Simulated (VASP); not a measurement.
These are LDA (Ceperley-Alder, Perdew-Zunger), VASP's LDA PAW potentials (set 64) (plane waves; VASP 6.6.1) values and carry that method's errors.

A VASP calculation is set up with these files.

### KPOINTS
```
Regular mesh
0
gamma
13 13 13
0 0 0
```

POSCAR:
```
C
1
    0.0000000000     1.7678950174     1.7678950174
    1.7678950174     0.0000000000     1.7678950174
    1.7678950174     1.7678950174     0.0000000000
C
2
Direct
  0.5000000000   0.5000000000   0.5000000000
  0.7500000000   0.7500000000   0.7500000000
```

INCAR:
```
SYSTEM=C
PREC=Accurate; ENCUT=520; LREAL=F
LASPH=T
EDIFF=1E-8; NELM=100; ALGO=Normal
ISMEAR=0; SIGMA=0.01
IBRION=8; NSW=1
LWAVE=F; LCHARG=F
LEPSILON=T
```

POTCAR, in this order: C (LDA.64 set). Program: vasp_std.

The run wrote:

### OSZICAR
```
...
 Linear response G [H, r] |phi>, progress :
  Direction:   3
       N       E                     dE             d eps       ncg     rms
RMM:   1    -0.257059851636E+02   -0.25706E+02    0.15793E+01  2958   0.507E+01
RMM:   2    -0.223796831560E+02    0.33263E+01   -0.78617E-01  2101   0.103E+01
RMM:   3    -0.224187523319E+02   -0.39069E-01    0.11255E-02  2179   0.799E-01
RMM:   4    -0.224208474967E+02   -0.20952E-02    0.68713E-04  2269   0.103E-01
RMM:   5    -0.224209164309E+02   -0.68934E-04    0.22066E-04  2208   0.151E-02
RMM:   6    -0.224209351012E+02   -0.18670E-04    0.48412E-05  2133   0.242E-03
RMM:   7    -0.224209382668E+02   -0.31656E-05    0.42436E-05  1649   0.473E-04
RMM:   8    -0.224209389175E+02   -0.65072E-06    0.28567E-04  1418   0.100E-04
RMM:   9    -0.224209387162E+02    0.20130E-06   -0.10730E-05  1277   0.495E-05
RMM:  10    -0.224209386076E+02    0.10864E-06   -0.13202E-05  1134   0.376E-05
RMM:  11    -0.224209385067E+02    0.10084E-06    0.22464E-07   852   0.361E-05
RMM:  12    -0.224209385084E+02   -0.16746E-08    0.00000E+00   574   0.361E-05
 Linear response to external field (no local field effect), progress :
  Direction:   1
       N       E                     dE             d eps       ncg     rms          rms(c)
RMM:   1    -0.178010932597E+00   -0.17801E+00   -0.64962E-01  2755   0.282E+00
RMM:   2    -0.182153394847E+00   -0.41425E-02   -0.14056E-03  2118   0.352E-01
RMM:   3    -0.182164809579E+00   -0.11415E-04   -0.96954E-06  2127   0.230E-02
RMM:   4    -0.182164896723E+00   -0.87143E-07   -0.80022E-08  2145   0.247E-03
RMM:   5    -0.182164897360E+00   -0.63718E-09   -0.75006E-10  1745   0.204E-04
 Linear response to external field (no local field effect), progress :
  Direction:   2
       N       E                     dE             d eps       ncg     rms          rms(c)
RMM:   1    -0.174832604122E+00   -0.17483E+00   -0.62138E-01  2743   0.284E+00
RMM:   2    -0.178861584917E+00   -0.40290E-02   -0.13190E-03  2126   0.352E-01
RMM:   3    -0.178871372376E+00   -0.97875E-05   -0.88808E-06  2123   0.222E-02
RMM:   4    -0.178871449042E+00   -0.76666E-07   -0.66623E-08  2150   0.229E-03
RMM:   5    -0.178871449542E+00   -0.49987E-09   -0.62192E-10  1740   0.186E-04
 Linear response to external field (no local field effect), progress :
  Direction:   3
       N       E                     dE             d eps       ncg     rms          rms(c)
RMM:   1    -0.894564868529E-01   -0.89456E-01   -0.31714E-01  2757   0.210E+00
RMM:   2    -0.917530176823E-01   -0.22965E-02   -0.67687E-04  2106   0.246E-01
RMM:   3    -0.917591936521E-01   -0.61760E-05   -0.57655E-06  2117   0.164E-02
RMM:   4    -0.917592578449E-01   -0.64193E-07   -0.52790E-08  2152   0.183E-03
RMM:   5    -0.917592583831E-01   -0.53824E-09   -0.71350E-10  1588   0.164E-04
 Linear response to external field, progress :
  Direction:   1
       N       E                     dE             d eps       ncg     rms          rms(c)
RMM:   1    -0.147448544804E+00   -0.14745E+00   -0.52953E-01  6454   0.259E+00
RMM:   2    -0.150922724307E+00   -0.34742E-02   -0.11304E-03  4948   0.316E-01    0.692E-01
RMM:   3    -0.148673555983E+00    0.22492E-02   -0.84389E-04  4895   0.269E-01    0.403E-01
RMM:   4    -0.153542238693E+00   -0.48687E-02   -0.12138E-03  4930   0.327E-01    0.326E-02
RMM:   5    -0.153940920493E+00   -0.39868E-03   -0.14329E-05  5019   0.354E-02    0.283E-03
RMM:   6    -0.153956448437E+00   -0.15528E-04   -0.87399E-08  5202   0.290E-03    0.145E-03
RMM:   7    -0.153958856923E+00   -0.24085E-05   -0.81195E-09  5187   0.979E-04    0.158E-04
RMM:   8    -0.153959794572E+00   -0.93765E-06   -0.30308E-10  4491   0.154E-04    0.287E-05
RMM:   9    -0.153959709770E+00    0.84803E-07    0.00000E+00  2488   0.302E-05    0.387E-06
 Linear response to external field, progress :
  Direction:   2
       N       E                     dE             d eps       ncg     rms          rms(c)
RMM:   1    -0.147424223323E+00   -0.14742E+00   -0.52929E-01  6464   0.259E+00
RMM:   2    -0.150922632988E+00   -0.34984E-02   -0.11356E-03  4948   0.317E-01    0.692E-01
RMM:   3    -0.148674573407E+00    0.22481E-02   -0.84428E-04  4895   0.269E-01    0.403E-01
RMM:   4    -0.153542367699E+00   -0.48678E-02   -0.12140E-03  4930   0.327E-01    0.326E-02
RMM:   5    -0.153940795667E+00   -0.39843E-03   -0.14317E-05  5023   0.354E-02    0.283E-03
RMM:   6    -0.153956458029E+00   -0.15662E-04   -0.87095E-08  5201   0.289E-03    0.145E-03
RMM:   7    -0.153958852731E+00   -0.23947E-05   -0.81063E-09  5181   0.978E-04    0.158E-04
RMM:   8    -0.153959796183E+00   -0.94345E-06   -0.29183E-10  4509   0.154E-04    0.288E-05
RMM:   9    -0.153959711093E+00    0.85090E-07    0.00000E+00  2507   0.303E-05    0.388E-06
 Linear response to external field, progress :
  Direction:   3
       N       E                     dE             d eps       ncg     rms          rms(c)
RMM:   1    -0.147427256018E+00   -0.14743E+00   -0.52932E-01  6465   0.259E+00
RMM:   2    -0.150922634765E+00   -0.34954E-02   -0.11354E-03  4948   0.317E-01    0.692E-01
RMM:   3    -0.148674574096E+00    0.22481E-02   -0.84425E-04  4895   0.269E-01    0.403E-01
RMM:   4    -0.153542372914E+00   -0.48678E-02   -0.12140E-03  4930   0.327E-01    0.326E-02
RMM:   5    -0.153940795800E+00   -0.39842E-03   -0.14318E-05  5022   0.354E-02    0.283E-03
RMM:   6    -0.153956457909E+00   -0.15662E-04   -0.87069E-08  5200   0.289E-03    0.145E-03
RMM:   7    -0.153958852362E+00   -0.23945E-05   -0.81076E-09  5195   0.978E-04    0.158E-04
RMM:   8    -0.153959796200E+00   -0.94384E-06   -0.30704E-10  4501   0.154E-04    0.288E-05
RMM:   9    -0.153959710955E+00    0.85245E-07    0.00000E+00  2502   0.303E-05    0.388E-06
 Linear response DOF=           1
 Linear response progress:
  Degree of freedom:   1/  1
       N       E                     dE             d eps       ncg     rms          rms(c)
RMM:   1    -0.119593372792E+00   -0.11959E+00   -0.17801E-02 13122   0.259E+00
RMM:   2    -0.110592048243E+00    0.90013E-02   -0.42411E-03  8444   0.513E-01    0.189E-01
RMM:   3    -0.110621812850E+00   -0.29765E-04   -0.52730E-04  8163   0.149E-01    0.103E-01
RMM:   4    -0.111413678682E+00   -0.79187E-03   -0.54536E-04  7884   0.153E-01    0.132E-02
RMM:   5    -0.111342835562E+00    0.70843E-04   -0.22659E-05  8765   0.195E-02    0.109E-03
RMM:   6    -0.111342320501E+00    0.51506E-06   -0.12989E-06  8691   0.148E-03    0.441E-04
RMM:   7    -0.111339523583E+00    0.27969E-05    0.69189E-08  9087   0.498E-04    0.707E-05
RMM:   8    -0.111339850918E+00   -0.32733E-06   -0.34175E-08  8998   0.779E-05    0.161E-05
RMM:   9    -0.111339618866E+00    0.23205E-06    0.16148E-08  9181   0.285E-05    0.149E-06
RMM:  10    -0.111339623246E+00   -0.43799E-08   -0.57887E-09  8205   0.260E-06    0.354E-07
 Linear response finished
```

OUTCAR:
```
------------------------ aborting loop because EDIFF is reached ----------------------------------------

 HEAD OF MICROSCOPIC STATIC DIELECTRIC TENSOR (INDEPENDENT PARTICLE, excluding Hartree and local field effects)
 ------------------------------------------------------
           5.942851     0.000000     0.000000
           0.000000     5.942851     0.000000
           0.000000     0.000000     5.942851
 ------------------------------------------------------

 MACROSCOPIC STATIC DIELECTRIC TENSOR (including local field effects in DFT)
 ------------------------------------------------------
           5.766655    -0.000000    -0.000000
           0.000000     5.766655     0.000000
          -0.000000    -0.000000     5.766655
 ------------------------------------------------------

 PIEZOELECTRIC TENSOR (including local field effects)  for field in x, y, z        (e  Angst)
          XX          YY          ZZ          XY          YZ          ZX
  --------------------------------------------------------------------------------
  x    -0.00000    -0.00000     0.00000     0.00000     0.00000     0.00000
  y    -0.00000     0.00000    -0.00000    -0.00000     0.00000     0.00000
  z    -0.00000     0.00000     0.00000    -0.00000     0.00000     0.00000

 PIEZOELECTRIC TENSOR (including local field effects)  for field in x, y, z        (C/m^2)
          XX          YY          ZZ          XY          YZ          ZX
  --------------------------------------------------------------------------------
  x    -0.00000    -0.00000     0.00000     0.00000     0.00000     0.00000
  y    -0.00000     0.00000    -0.00000    -0.00000     0.00000     0.00000
  z    -0.00000     0.00000     0.00000    -0.00000     0.00000     0.00000

 BORN EFFECTIVE CHARGES (including local field effects) (in |e|, cummulative output)
 ---------------------------------------------------------------------------------
 ion    1
    1     0.00000     0.00000    -0.00000
    2     0.00000     0.00000     0.00000
    3     0.00000     0.00000     0.00000
 ion    2
    1    -0.00000     0.00000     0.00000
    2     0.00000    -0.00000     0.00000
    3    -0.00000     0.00000    -0.00000

   1 f  =   39.611352 THz   248.885466 2PiTHz 1321.292484 cm-1   163.819316 meV
             X         Y         Z           dx          dy          dz
      1.767895  1.767895  1.767895     0.000000   -0.707107    0.000000
      2.651843  2.651843  2.651843     0.000000    0.707107    0.000000

   2 f  =   39.611352 THz   248.885466 2PiTHz 1321.292484 cm-1   163.819316 meV
             X         Y         Z           dx          dy          dz
      1.767895  1.767895  1.767895    -0.707107    0.000000    0.000000
      2.651843  2.651843  2.651843     0.707107    0.000000    0.000000

   3 f  =   39.611352 THz   248.885466 2PiTHz 1321.292484 cm-1   163.819316 meV
             X         Y         Z           dx          dy          dz
      1.767895  1.767895  1.767895     0.000000    0.000000   -0.707107
      2.651843  2.651843  2.651843     0.000000    0.000000    0.707107

   4 f  =    0.000000 THz     0.000000 2PiTHz    0.000000 cm-1     0.000000 meV
             X         Y         Z           dx          dy          dz
      1.767895  1.767895  1.767895     0.707107    0.000000    0.000000
      2.651843  2.651843  2.651843     0.707107    0.000000    0.000000

   5 f  =    0.000000 THz     0.000000 2PiTHz    0.000000 cm-1     0.000000 meV
             X         Y         Z           dx          dy          dz
      1.767895  1.767895  1.767895     0.000000    0.707107    0.000000
      2.651843  2.651843  2.651843     0.000000    0.707107    0.000000

   6 f  =    0.000000 THz     0.000000 2PiTHz    0.000000 cm-1     0.000000 meV
             X         Y         Z           dx          dy          dz
      1.767895  1.767895  1.767895     0.000000    0.000000    0.707107
      2.651843  2.651843  2.651843     0.000000    0.000000    0.707107

 MACROSCOPIC STATIC DIELECTRIC TENSOR IONIC CONTRIBUTION
 ------------------------------------------------------
           0.000000     0.000000     0.000000
           0.000000     0.000000     0.000000
           0.000000     0.000000     0.000000
 ------------------------------------------------------

 ELASTIC MODULI CONTR FROM IONIC RELAXATION (kBar)
 Direction    XX          YY          ZZ          XY          YZ          ZX
 --------------------------------------------------------------------------------
 XX          -0.0000     -0.0000     -0.0000      0.0000      0.0000      0.0000
 YY          -0.0000     -0.0000     -0.0000      0.0000      0.0000      0.0000
 ZZ          -0.0000     -0.0000     -0.0000      0.0000      0.0000      0.0000
 XY           0.0000      0.0000      0.0000    -63.6228      0.0000      0.0000
 YZ           0.0000      0.0000      0.0000      0.0000    -63.6228      0.0000
 ZX           0.0000      0.0000      0.0000      0.0000      0.0000    -63.6228
 --------------------------------------------------------------------------------

 PIEZOELECTRIC TENSOR IONIC CONTR  for field in x, y, z        (C/m^2)
          XX          YY          ZZ          XY          YZ          ZX
  --------------------------------------------------------------------------------
  x     0.00000    -0.00000    -0.00000    -0.00000     0.00000     0.00000
  y    -0.00000     0.00000    -0.00000     0.00000     0.00000     0.00000
  z    -0.00000    -0.00000    -0.00000     0.00000     0.00000     0.00000
```
(Selected blocks of OUTCAR.)

The structure comes from a computed database's C entry (Fd-3m); how it stands against other phases isn't given here. It was relaxed first.
